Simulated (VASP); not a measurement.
# RbGe2 (R-3m) in VASP: further runs

Runs on RbGe2. Level: PBE. Tasks: single point, relaxation of cell and atoms.

Program: VASP 6.6.1. These are calculated values, not measurements. Logs are shortened: lines on timing, memory, paths and dates and some standing lists are left out, and cuts for length are marked.

## (1) The cell of the first run

It takes space group R-3m (No. 166, trigonal). Conventional cell: a = 5.752 Å, b = 5.752 Å, c = 9.524 Å, α = 90.00°, β = 90.00°, γ = 120.00°. Rb (site symmetry -3m) is surrounded by 8 Ge at 3.34 to 3.52 Å. Around Ge (site symmetry 3m) lie 1 Ge at 2.49 Å.

The cell was built by a generator and needn't be a form met in nature.

## (2) Single point, PBE (random cell by space group and Wyckoff sites (R-3m, No. 166))

Input file INCAR:

```
PREC = Accurate ; ENCUT = 520
EDIFF = 1E-6 ; ISMEAR = 0
SIGMA = 0.1 ; LREAL = F
LASPH = T ; NELM = 100
ALGO = Normal ; ISIF = 2
LWAVE = F ; LCHARG = F
GGA = PE ; NBANDS = 26
```

Input file KPOINTS:

```
regular mesh
0
Gamma
  6 6 6
```

Input file POSCAR:

```
RbGe2
1.0
    2.8757591103      1.6603202964      3.1746575249
   -2.8757591103      1.6603202964      3.1746575249
    0.0000000000     -3.3206405929      3.1746575249
Rb Ge
1 2
Direct
    0.5000000000      0.5000000000      0.5000000000
    0.8693811543      0.8693811543      0.8693811543
    0.1306188457      0.1306188457      0.1306188457
```

Potentials or basis: VASP PAW PBE potentials, release 64 (Rb_sv, Ge_d).

Launch:

```sh
> cat potpaw_PBE.64/Rb_sv/POTCAR potpaw_PBE.64/Ge_d/POTCAR > POTCAR
> mpirun -np 1 vasp_std > vasp.out
```

OUTCAR:

```text
PREC = Accurate
   ENCUT = 520
   EDIFF = 1E-6
   ISMEAR = 0
   LREAL = F
   LASPH = T
   NELM = 100
   ISIF = 2
   GGA = PE

 ion  position               nearest neighbor table
   1  0.500  0.500  0.500-   3 3.34   2 3.34   3 3.34   3 3.34   2 3.34   2 3.34   3 3.52   2 3.52

   2  0.869  0.869  0.869-   3 2.49   1 3.34   1 3.34   1 3.34   1 3.52
   3  0.131  0.131  0.131-   2 2.49   1 3.34   1 3.34   1 3.34   1 3.52

  LATTYP: Found a trigonal (rhomboedric) cell.
 ALAT       =     4.5940292062
 COS(alpha) =     0.2163042339

  Lattice vectors:

 A1 = (   2.8757591103,   1.6603202964,   3.1746575249)
 A2 = (  -2.8757591103,   1.6603202964,   3.1746575249)
 A3 = (   0.0000000000,  -3.3206405929,   3.1746575249)

Analysis of symmetry for initial positions (statically):
=====================================================================
 Subroutine PRICEL returns:
 Original cell was already a primitive cell.

 Routine SETGRP: Setting up the symmetry group for a
 trigonal (rhombohedral) supercell.

 Subroutine GETGRP returns: Found 12 space group operations
 (whereof 12 operations were pure point group operations)
 out of a pool of 12 trial point group operations.

The static configuration has the point symmetry D_3d.

Analysis of symmetry for dynamics (positions and initial velocities):
=====================================================================
 Subroutine PRICEL returns:
 Original cell was already a primitive cell.

 Routine SETGRP: Setting up the symmetry group for a
 trigonal (rhombohedral) supercell.

 Subroutine GETGRP returns: Found 12 space group operations
 (whereof 12 operations were pure point group operations)
 out of a pool of 12 trial point group operations.

The dynamic configuration has the point symmetry D_3d.

 Subroutine INISYM returns: Found 12 space group operations
 (whereof 12 operations are pure point group operations),
 and found     1 'primitive' translations

----------------------------------------------------------------------------------------

                                     Primitive cell

  volume of cell :      90.9479

  direct lattice vectors                    reciprocal lattice vectors
     2.875759110  1.660320296  3.174657525     0.173867136  0.100382238  0.104998202
    -2.875759110  1.660320296  3.174657525    -0.173867136  0.100382238  0.104998202
     0.000000000 -3.320640593  3.174657525     0.000000000 -0.200764475  0.104998202

  length of vectors
     4.594029206  4.594029206  4.594029206     0.226563450  0.226563450  0.226563450

  position of ions in fractional coordinates (direct lattice)
     0.500000000  0.500000000  0.500000000
     0.869381154  0.869381154  0.869381154
     0.130618846  0.130618846  0.130618846

  ion indices of the primitive-cell ions
   primitive index   ion index
                 1           1
                 2           2
                 3           3

----------------------------------------------------------------------------------------

 KPOINTS: regular mesh

Automatic generation of k-mesh.
 Grid dimensions read from file:
 generate k-points for:    6    6    6

 Generating k-lattice:

  Cartesian coordinates                     Fractional coordinates (reciprocal lattice)
     0.028977856  0.016730373  0.017499700     0.166666667 -0.000000000  0.000000000
    -0.028977856  0.016730373  0.017499700    -0.000000000  0.166666667  0.000000000
     0.000000000 -0.033460746  0.017499700     0.000000000  0.000000000  0.166666667

  Length of vectors
     0.037760575  0.037760575  0.037760575

  Shift w.r.t. Gamma in fractional coordinates (k-lattice)
     0.000000000  0.000000000  0.000000000

 Subroutine IBZKPT returns following result:
 ===========================================

 Found     32 irreducible k-points:

 Following reciprocal coordinates:
            Coordinates               Weight
  0.000000  0.000000  0.000000      1.000000
  0.166667  0.000000 -0.000000      6.000000
  0.333333  0.000000 -0.000000      6.000000
  0.500000  0.000000 -0.000000      3.000000
  0.166667  0.166667 -0.000000      6.000000
  0.333333  0.166667 -0.000000     12.000000
[... 16 lines left out ...]
  0.500000  0.500000  0.166667      6.000000
 -0.333333  0.500000  0.166667     12.000000
 [... further k-points ...]
   k-points           NKPTS =     32   k-points in BZ     NKDIM =     32   number of bands    NBANDS=     26
   number of dos      NEDOS =    301   number of ions     NIONS =      3
   total plane-waves  NPLWV =  46656
   dimension x,y,z NGX =    36 NGY =   36 NGZ =   36
   dimension x,y,z NGXF=    72 NGYF=   72 NGZF=   72
   ions per type =               1   2
   NGX,Y,Z   is equivalent  to a cutoff of  13.03, 13.03, 13.03 a.u.
   NGXF,Y,Z  is equivalent  to a cutoff of  26.05, 26.05, 26.05 a.u.
 SYSTEM =  unknown system
   PREC   = accura    normal or accurate (medium, high low for compatibility)
   ISTART =      0    job   : 0-new  1-cont  2-samecut
   ICHARG =      2    charge: 1-file 2-atom 10-const
   ISPIN  =      1    spin polarized calculation?
   LNONCOLLINEAR =      F non collinear calculations
   LSORBIT =      F    spin-orbit coupling
   LASPH  =      T    aspherical Exc in radial PAW
   ENCUT  =  520.0 eV  38.22 Ry    6.18 a.u.   8.54  8.54  8.54*2*pi/ulx,y,z
   NELM   =    100;   NELMIN=  2; NELMDL= -5     # of ELM steps
   EDIFF  = 0.1E-05   stopping-criterion for ELM
   LREAL  =      F    real-space projection
   EDIFFG = 0.1E-04   stopping-criterion for IOM
   NSW    =      0    number of steps for IOM
   IBRION =     -1    ionic relax: 0-MD 1-quasi-New 2-CG
   NFREE  =      0    steps in history (QN), initial steepest desc. (CG)
   ISIF   =      2    stress and relaxation
   ISYM   =      2    0-nonsym 1-usesym 2-fastsym
   POTIM  = 0.5000    time-step for ionic-motion
   TEBEG  =    0.0;   TEEND  =   0.0 temperature during run
   PSTRESS=    0.0 pullay stress
   NELECT =      37.0000    total number of electrons
   NUPDOWN=      -1.0000    fix difference up-down
   EMIN   =  10.00;   EMAX   =-10.00  energy-range for DOS
   EFERMI =   0.00;   METHOD = LEGACY
   ISMEAR =     0;   SIGMA  =   0.10  broadening in eV -4-tet -1-fermi 0-gaus
   EFERMI_NEDOS =   21; number of points for ismear=-14 and -15
   IALGO  =     38    algorithm
   IMIX   =      4    mixing-type and parameters
     AMIX     =   0.40;   BMIX     =  1.00
     AMIX_MAG =   1.60;   BMIX_MAG =  1.00
  volume/ion in A,a.u.               =      30.32       204.58
  Fermi-wavevector in a.u.,A,eV,Ry     =   1.213048  2.292328 20.020767  1.471485
  Thomas-Fermi vector in A             =   2.348512
   LORBIT       =      0    0 simple, 1 ext, 2 COOP (PROOUT), +10 PAW based schemes
   GGA     = PE    functional components
   LHFCALC =     F    Hartree Fock is set to
   AEXX    =    0.0000 exact exchange contribution
   IVDW    =     0    specifies the selected vdW correction
   LEPSILON=     F    determine dielectric tensor
   LRPA    =     F    only Hartree local field effects (RPA)
 non-spin polarized calculation
 Gauss-broadening in eV      SIGMA  =   0.10
  energy-cutoff  :      520.00
  volume of cell :       90.95
 maximum number of plane-waves:      2472
 NGX is ok and might be reduce to    36
   NGX = 17   NGY = 17   NGZ = 17

 number of electron      36.9999967 magnetization

 Free energy of the ion-electron system (eV)
  ---------------------------------------------------
  ext. energy  EPLUGINS =         0.00000000
  ---------------------------------------------------
  free energy    TOTEN  =        -9.10381325 eV

  energy without entropy =       -9.09227847  energy(sigma->0) =       -9.09804586

 E-fermi :   2.5327     XC(G=0):  -8.8605

 val. band max:        2.4260809958   @ k =   0.3333   0.0000  -0.0000
 cond. band min:       2.5538078182   @ k =  -0.3333   0.3333   0.1667
 fundamental gap:      0.1277268225
 Fermi energy:         2.5326634431

 k-point     1 :       0.0000    0.0000    0.0000
  band No.  band energies     occupation
      1     -24.4867      2.00000
      2     -21.8933      2.00000
      3     -21.8933      2.00000
      4     -21.8886      2.00000
      5     -21.8768      2.00000
      6     -21.8768      2.00000
[... 18 lines left out ...]
     25       7.8255      0.00000
     26       9.3127      0.00000

 k-point     2 :       0.1667    0.0000   -0.0000
  band No.  band energies     occupation
      1     -24.4850      2.00000
      2     -21.8945      2.00000
      3     -21.8921      2.00000
      4     -21.8886      2.00000
      5     -21.8771      2.00000
      6     -21.8755      2.00000
[... 18 lines left out ...]
     25       8.7386      0.00000
     26       9.1577      0.00000

 k-point     3 :       0.3333    0.0000   -0.0000
  band No.  band energies     occupation
      1     -24.4815      2.00000
      2     -21.8966      2.00000
      3     -21.8900      2.00000
      4     -21.8873      2.00000
      5     -21.8786      2.00000
      6     -21.8734      2.00000
[... 18 lines left out ...]
     25       9.7263      0.00000
     26       9.9946      0.00000

 k-point     4 :       0.5000    0.0000   -0.0000
  band No.  band energies     occupation
      1     -24.4798      2.00000
      2     -21.8975      2.00000
      3     -21.8896      2.00000
      4     -21.8843      2.00000
      5     -21.8810      2.00000
      6     -21.8724      2.00000
[... 18 lines left out ...]
     25       9.8742      0.00000
     26      10.0225      0.00000
[... 496 lines left out ...]
      1     -24.4785      2.00000
      2     -21.8950      2.00000
      3     -21.8912      2.00000
      4     -21.8864      2.00000
      5     -21.8781      2.00000
      6     -21.8736      2.00000
[... 18 lines left out ...]
     25       8.9183      0.00000
     26       9.1763      0.00000

 k-point    23 :       0.5000    0.5000    0.1667
  band No.  band energies     occupation
      1     -24.4730      2.00000
      2     -21.8943      2.00000
      3     -21.8874      2.00000
      4     -21.8824      2.00000
      5     -21.8819      2.00000
      6     -21.8758      2.00000
[... 18 lines left out ...]
     25      10.1231      0.00000
     26      10.4063      0.00000

 k-point    24 :      -0.3333    0.5000    0.1667
  band No.  band energies     occupation
      1     -24.4742      2.00000
      2     -21.8945      2.00000
      3     -21.8895      2.00000
      4     -21.8827      2.00000
      5     -21.8813      2.00000
      6     -21.8743      2.00000
[... 18 lines left out ...]
     25       9.6972      0.00000
     26      10.1919      0.00000

 [... further k-points ...]

------------------------ aborting loop because EDIFF is reached ----------------------------------------

  FORCE on cell =-STRESS in cart. coord.  units (eV):
  Direction    XX          YY          ZZ          XY          YZ          ZX
  --------------------------------------------------------------------------------------
  -------------------------------------------------------------------------------------
  Total        0.1190133      0.1190133      0.0062420      0.0000000     -0.0000000      0.0000000
  in kB        2.0965899      2.0965899      0.1099626      0.0000000     -0.0000000      0.0000000
  external PRESSURE =       1.4343808 kB  Pullay stress =       0.0000000 kB

 VOLUME and BASIS-vectors are now :
 -----------------------------------------------------------------------------
  energy-cutoff  :      520.00
  volume of cell :       90.95
      direct lattice vectors                 reciprocal lattice vectors
     2.875759110  1.660320296  3.174657525     0.173867136  0.100382238  0.104998202
    -2.875759110  1.660320296  3.174657525    -0.173867136  0.100382238  0.104998202
     0.000000000 -3.320640593  3.174657525     0.000000000 -0.200764475  0.104998202

 POSITION                                       TOTAL-FORCE (eV/Angst)
 -----------------------------------------------------------------------------------
      0.00000     -0.00000      4.76199         0.000000     -0.000000     -0.000000
      0.00000     -0.00000      8.27996         0.000000      0.000000     -0.011987
      0.00000     -0.00000      1.24401         0.000000     -0.000000      0.011987
 -----------------------------------------------------------------------------------
    total drift:                               -0.000000     -0.000000      0.000000

  FREE ENERGIE OF THE ION-ELECTRON SYSTEM (eV)
  ---------------------------------------------------
  free  energy   TOTEN  =        -9.1038132520 eV

  energy  without entropy=       -9.0922784725  energy(sigma->0) =       -9.09804586
```

Wall time 39 s (1 thread of AMD EPYC 9R14 (Zen 4), shared host); peak memory 0.2 GiB.

Results:

```yaml
Free_energy: -9.1038 eV
Pressure: 0.1 GPa
Largest_force: 0.012 eV/Å
Band_gap_on_the_k_mesh: none (metal or under the smearing width)
```

Forces in eV/Å, atoms in the order of the input:
```
Rb   0.000  0.000  0.000
Ge   0.000  0.000 -0.012
Ge   0.000  0.000  0.012
```

## (3) Relaxation of cell and atoms, PBE (random cell by space group and Wyckoff sites (R-3m, No. 166))

Input file INCAR:

```
PREC = Accurate
ENCUT = 600
EDIFF = 1E-6
ISMEAR = 0
SIGMA = 0.1
LREAL = F
LASPH = T
NELM = 100
ALGO = Normal
ISIF = 3
LWAVE = F
LCHARG = F
GGA = PE
IBRION = 2
NSW = 90
EDIFFG = -0.04
```

Input file KPOINTS:

```
Automatic mesh
0
Gamma
  6 6 6
```

Input file POSCAR:

```
RbGe2
1.0
    2.8715464234      1.6578881005      3.1975837265
   -2.8715464234      1.6578881005      3.1975837265
    0.0000000000     -3.3157762011      3.1975837265
Rb Ge
1 2
Direct
    0.5000000000      0.5000000000      0.5000000000
    0.8669452479      0.8669452479      0.8669452479
    0.1330547521      0.1330547521      0.1330547521
```

Potentials or basis: VASP PAW PBE potentials, release 64 (Rb_sv, Ge_d).

Launch:

```sh
> cat potpaw_PBE.64/Rb_sv/POTCAR potpaw_PBE.64/Ge_d/POTCAR > POTCAR
> mpirun -np 1 vasp_std > vasp.out
```

Wall time 2.3 min (1 thread of AMD EPYC 9R14 (Zen 4), shared host); peak memory 0.26 GiB.

It converged, with:

* Free energy: -9.1040 eV
* Relaxed volume: 30.25 Å³/atom
* Relaxed cell: a = 4.587 Å, b = 4.587 Å, c = 4.587 Å, α = 77.72°, β = 77.72°, γ = 77.72°
* Space group after relaxing (to 0.05 Å): R-3m (No. 166)
* Energy gained by relaxing: 3.1 meV/atom
* Ionic steps: 5
* Pressure after relaxing: 0.2 GPa
* Largest force after relaxing: 0.023 eV/Å
* Band gap on the k mesh: none (metal or under the smearing width)

Forces in eV/Å, atoms in the order of the input:
```
Rb   0.000  0.000  0.000
Ge   0.000  0.000  0.023
Ge   0.000  0.000 -0.023
```

Step by step:
```csv
step,energy change (eV),largest force (eV/Å),pressure (GPa),volume (Å³)
1,0.0000,0.2845,-0.39,91.34
2,-0.0087,0.0532,0.06,90.37
3,-0.0087,0.0179,0.27,90.24
4,-0.0087,0.0337,0.20,90.29
5,-0.0094,0.0234,0.17,90.75
```

Final structure:
```
Rb Ge
1.0
     2.87842    1.66186    3.16193
    -2.87842    1.66186    3.16193
     0.00000   -3.32371    3.16193
Rb Ge
1 2
Cartesian
  0.0000 0.0000 4.7429
  0.0000 0.0000 8.2407
  0.0000 0.0000 1.2451
```

Levels at points of the mesh, in eV from the Fermi level:
```csv
k point,band 17,band 18,band 19,band 20,band 21,band 22
"(0.00, 0.00, 0.00)",-0.84,-0.54,-0.54,0.97,0.97,4.31
"(0.50, 0.00, 0.00)",-1.40,-0.79,0.09,0.79,2.94,2.98
"(0.50, 0.50, 0.00)",-1.93,-1.61,0.07,0.75,2.88,4.00
"(0.50, 0.50, 0.50)",-2.23,-2.23,-1.44,2.62,2.62,4.56
```
